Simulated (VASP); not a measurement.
## ZnCd₃Se₄ (space group P-43m): computed properties

The numbers are results of LDA (Ceperley-Alder, Perdew-Zunger), VASP's LDA PAW potentials (set 64) (plane waves; VASP), not measurements.

For ZnCd3Se4, the space group is P-43m (215) and the cell is a = 5.9017 Å, b = 5.9017 Å, c = 5.9017 Å, α = 90.00°, β = 90.00°, γ = 90.00°. The volume per atom is 25.69 Å³/atom and the band gap (over mesh and band path) is 0.59 eV. The smallest direct gap (over mesh and band path) is 0.59 eV and the band-edge character is direct, Γ to Γ. The density is 5.80 g/cm³ and the optical Γ-point spectrum is 43 (×3), 51 (×3), 159 (×3), 183 (×3), 184 (×2), 186, 200 (×3), 206 (×3) cm⁻¹.

Space group P-43m (No. 215); a = b = c = 5.902 Å, α = β = γ = 90.00°

```tsv
atom	site	symmetry	x	y	z
Zn	1a	-43m	0.0000	0.0000	0.0000
Cd	3c	-42.m	0.0000	0.5000	0.5000
Se	4e	.3m	0.2377	0.2377	0.2377
```

The structure comes from a computed database's ZnCd3Se4 entry (P-43m); how it stands against other phases isn't given here. It was relaxed first, which changed the volume by -6 %. Symmetry was kept, so distortions that lower it aren't found.
